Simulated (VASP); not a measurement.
Here is the system:

```
CELL_PARAMETERS angstrom
      3.92296    -0.00788    -0.01411
      0.12235     3.90357    -0.00480
      0.05027     0.01342     3.90571
ATOMIC_POSITIONS crystal
  Y  0.92656 0.96725 0.99032
  Re 0.52025 0.50172 0.50139
  N  0.53967 0.50316 0.00221
  N  0.03001 0.51360 0.50556
  N  0.54426 0.00427 0.50149
```

Calculation: PBEsol GGA, VASP's PBE PAW potentials (set 64) (plane waves; VASP). Numerical set-up: 520 eV cut-off, 9×9×9 Γ-centred mesh, tetrahedra with Blöchl corrections, potentials Y_sv Re N.

The cores are frozen, which limits the accuracy of field gradients.

### Question
Give the principal components of the electric field gradient (V/Å²) and the asymmetry η at each nucleus.

### Answer

```
atom    Vxx    Vyy    Vzz     η
----  -----  -----  -----  ----
Y1    -21.9  -10.7   32.6  0.34
Re2   -31.9  -10.9   42.8  0.49
N3     12.9    2.4  -15.4  0.68
N4      9.9    8.4  -18.4  0.08
N5     10.7    4.1  -14.8  0.44
```

The structure comes from a computed database's YReN3 entry; how it stands against other phases isn't given here. It was relaxed first.
